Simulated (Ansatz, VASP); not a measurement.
# C2S3 in two plane-wave programs, part 3 of 3

Wanted: the spread between two codes on one cell, functional and k mesh. The cell is taken from a series of runs on this material, whose earlier steps may have relaxed, scaled, displaced or heated it; both programs get it as it stands.

VASP 6.6.1 and Ansatz 0.2.0.

So far: The structure; Ansatz: dielectric response, PBE; VASP: dielectric response, PBE.

## (3) VASP: dielectric response, PBE (continued)

Level of this step: PBE; plane waves and PAW (C, S) (VASP).

Numbers of over 12 decimals in the logs are rounded to 6 here.

OUTCAR, selected parts (step 3):

```text
ion  position               nearest neighbor table
   1  0.428  0.996  0.039-   3 1.37  15 1.73   9 1.73
   2  0.572  0.496  0.461-   4 1.37  16 1.73  10 1.73
   3  0.572  0.004  0.961-   1 1.37  13 1.73  11 1.73
   4  0.428  0.504  0.539-   2 1.37  14 1.73  12 1.73
   5  0.286  0.312  0.895-  17 1.65  13 1.74   9 1.75
   6  0.714  0.812  0.605-  18 1.65  14 1.74  10 1.75
   7  0.714  0.688  0.105-  19 1.65  15 1.74  11 1.75
   8  0.286  0.188  0.395-  20 1.65  16 1.74  12 1.75
   9  0.214  0.186  0.019-   1 1.73   5 1.75
  10  0.786  0.686  0.481-   2 1.73   6 1.75
  11  0.786  0.814  0.981-   3 1.73   7 1.75
  12  0.214  0.314  0.519-   4 1.73   8 1.75
  13  0.524  0.205  0.853-   3 1.73   5 1.74
  14  0.476  0.705  0.647-   4 1.73   6 1.74
  15  0.476  0.795  0.147-   1 1.73   7 1.74
  16  0.524  0.295  0.353-   2 1.73   8 1.74
  17  0.137  0.514  0.819-   5 1.65
  18  0.863  0.014  0.681-   6 1.65
  19  0.863  0.486  0.181-   7 1.65
  20  0.137  0.986  0.319-   8 1.65

  LATTYP: Found a simple monoclinic cell.
 ALAT       =     5.8050000000
 B/A-ratio  =     1.1434453058
 C/A-ratio  =     1.7968992248
 COS(beta)  =    -0.2172233648

 Subroutine GETGRP returns: Found  4 space group operations
 (whereof  2 operations were pure point group operations)

The static configuration has the point symmetry S_2 .
 The point group associated with its full space group is C_2h.

 Found     18 irreducible k-points:

   k-points           NKPTS =     18   k-points in BZ     NKDIM =     18   number of bands    NBANDS=     72

   dimension x,y,z NGX =    48 NGY =   50 NGZ =   80
   dimension x,y,z NGXF=    96 NGYF=  100 NGZF=  160

   ENCUT  =  520.0 eV  38.22 Ry    6.18 a.u.  10.79 12.34 20.04*2*pi/ulx,y,z

   NELECT =     104.0000    total number of electrons

 k-points in reciprocal lattice and weights: Automatic mesh
   0.00000000  0.00000000  0.00000000       0.031
   0.25000000  0.00000000  0.00000000       0.062
   0.50000000  0.00000000  0.00000000       0.031
   0.00000000  0.25000000  0.00000000       0.062
   0.25000000  0.25000000  0.00000000       0.125
   0.50000000  0.25000000  0.00000000       0.062
   0.00000000  0.50000000  0.00000000       0.031
   0.25000000  0.50000000  0.00000000       0.062
   0.50000000  0.50000000  0.00000000       0.031
[...]
0.25000000  0.50000000  0.50000000       0.062
   0.50000000  0.50000000  0.50000000       0.031

 average (electrostatic) potential at core
       1 -53.3918       2 -53.3918       3 -53.3918       4 -53.3918       5 -53.8296
       6 -53.8296       7 -53.8296       8 -53.8296       9 -90.2733      10 -90.2733
      11 -90.2733      12 -90.2733      13 -90.2433      14 -90.2433      15 -90.2433
      16 -90.2433      17 -88.2396      18 -88.2396      19 -88.2396      20 -88.2396

  Total        2.2234928      2.1118886      2.0618726      0.0000000      0.0000000      0.8306543
  in kB        9.0802218      8.6244564      8.4202027      0.0000000      0.0000000      3.3921969
  external PRESSURE =       8.7082937 kB  Pullay stress =       0.0000000 kB

  energy-cutoff  :      520.00
  volume of cell :      392.33
      direct lattice vectors                 reciprocal lattice vectors
     5.805000000  0.000000000  0.000000000     0.172265289  0.000000000  0.059877807
     0.000000000  6.637700000  0.000000000     0.000000000  0.150654594  0.000000000
    -3.539143082  0.000000000 10.181927785     0.000000000  0.000000000  0.098213228

 POSITION                                       TOTAL-FORCE (eV/Angst)
 -----------------------------------------------------------------------------------
      2.34416      6.60889      0.39610        -0.101984     -0.004114      0.074620
      1.69127      3.29004      4.69487         0.101984     -0.004114     -0.074620
     -0.07830      0.02881      9.78583         0.101984      0.004114     -0.074620
      0.57458      3.34766      5.48706        -0.101984      0.004114      0.074620
     -1.50762      2.07330      9.11002        -0.019175      0.053823     -0.033497
      2.00391      5.39215      6.16288         0.019175      0.053823      0.033497
      3.77348      4.56440      1.07191         0.019175     -0.053823      0.033497
      0.26195      1.24555      4.01905        -0.019175     -0.053823     -0.033497
      1.17563      1.23495      0.19834         0.111762     -0.026165     -0.055219
      2.85980      4.55380      4.89262        -0.111762     -0.026165      0.055219
      1.09022      5.40275      9.98358        -0.111762      0.026165      0.055219
     -0.59394      2.08390      5.28931         0.111762      0.026165     -0.055219
      0.02421      1.35819      8.68062        -0.096605     -0.036730      0.088110
      0.47207      4.67704      6.59227         0.096605     -0.036730     -0.088110
      2.24165      5.27951      1.50131         0.096605      0.036730     -0.088110
      1.79378      1.96066      3.58966        -0.096605      0.036730      0.088110
     -2.10439      3.41044      8.34060         0.053597     -0.121243      0.068488
      2.60068      0.09159      6.93229        -0.053597     -0.121243     -0.068488
      4.37025      3.22726      1.84132        -0.053597      0.121243     -0.068488
     -0.33482      6.54611      3.24964         0.053597      0.121243      0.068488
 -----------------------------------------------------------------------------------
    total drift:                               -0.000000      0.000000     -0.000000

 MACROSCOPIC STATIC DIELECTRIC TENSOR (including local field effects in DFT)
 ------------------------------------------------------
           4.511119     0.000000    -0.251386
           0.000000     5.247813     0.000000
          -0.251387     0.000000     4.750578
 ------------------------------------------------------

 PIEZOELECTRIC TENSOR (including local field effects)  for field in x, y, z        (C/m^2)
          XX          YY          ZZ          XY          YZ          ZX
  --------------------------------------------------------------------------------
  x     0.00000     0.00000     0.00000     0.00000     0.00000     0.00000
  y     0.00000     0.00000     0.00000     0.00000     0.00000     0.00000
  z     0.00000     0.00000     0.00000     0.00000     0.00000     0.00000

 BORN EFFECTIVE CHARGES (including local field effects) (in |e|, cummulative output)
 ---------------------------------------------------------------------------------
 ion    1
    1    -0.24541    -0.10430     0.23895
    2     0.00410     0.05499    -0.12245
    3     0.19094    -0.10880    -0.13039
 ion    2
    1    -0.24541     0.10430     0.23895
    2    -0.00410     0.05499     0.12245
    3     0.19094     0.10880    -0.13039
 ion    3
    1    -0.24541    -0.10430     0.23895
    2     0.00410     0.05499    -0.12245
    3     0.19094    -0.10880    -0.13039
 ion    4
    1    -0.24541     0.10430     0.23895
    2    -0.00410     0.05499     0.12245
    3     0.19094     0.10880    -0.13039
 ion    5
    1     0.56552    -0.61871    -0.00340
    2    -0.84538     1.70754    -1.22961
    3     0.29123    -1.47654     0.70990
 ion    6
    1     0.56552     0.61871    -0.00340
    2     0.84538     1.70754     1.22961
    3     0.29123     1.47654     0.70990
 ion    7
    1     0.56552    -0.61871    -0.00340
    2    -0.84538     1.70754    -1.22961
    3     0.29123    -1.47654     0.70990
 ion    8
    1     0.56552     0.61871    -0.00340
    2     0.84538     1.70754     1.22961
    3     0.29123     1.47654     0.70990
 ion    9
    1     0.49308    -0.01622    -0.21909
    2    -0.59939    -0.04881     0.91559
    3     0.35678     0.34740    -0.22445
 ion   10
    1     0.49308     0.01622    -0.21909
    2     0.59939    -0.04881    -0.91559
    3     0.35678    -0.34740    -0.22445
 ion   11
    1     0.49308    -0.01622    -0.21909
    2    -0.59939    -0.04881     0.91559
    3     0.35678     0.34740    -0.22445
 ion   12
    1     0.49308     0.01622    -0.21909
    2     0.59939    -0.04881    -0.91559
    3     0.35678    -0.34740    -0.22445
 ion   13
    1    -0.06258     0.18223     0.00530
    2     0.66328    -0.04673    -0.04883
    3    -0.69414     0.22982     0.69911
 ion   14
    1    -0.06258    -0.18223     0.00530
[...]
2    -0.46595    -1.66699    -0.74935
    3    -0.14482    -0.94348    -1.05417
```

## (4) Side by side

Known differences besides the potentials themselves: fixed occupations in Ansatz, narrow Gaussian smearing in VASP; the cutoff is 420 eV in Ansatz and 520 eV in VASP. Total energies have different zeros and are not compared.

The two programs side by side:

```csv
quantity,Ansatz,VASP,difference
ε∞ xx,4.52,4.51,+0.25 %
ε∞ yy,5.27,5.25,+0.49 %
ε∞ zz,4.78,4.75,+0.57 %
Born charge of C1 (mean of the diagonal) (e),-0.12,-0.11,-0.01
Born charge of S9 (mean of the diagonal) (e),0.08,0.07,+0.01
```

## (5) What came out

- difference in ε∞ zz (dielectric response, PBE): 0.57 %

What this shows: The difference in ε∞ zz is 0.57 % (dielectric response, PBE), within the 5 % picked in this series as the mark of a large difference. How closely two codes agree says nothing of how well the functional describes the real material.

[Lines on the potential files, build, host, timing and source positions are cut from VASP's logs without a mark.]

[Logs are printed without paths, hosts, clocks, repeated set-up lines and the standing remarks that a program may print on its own settings, such as how far it seeks lower states.]

[Hosts, paths, dates, database ids (printed as entryN), source tags and the programs' standing remarks are cut or masked in the printed files.]
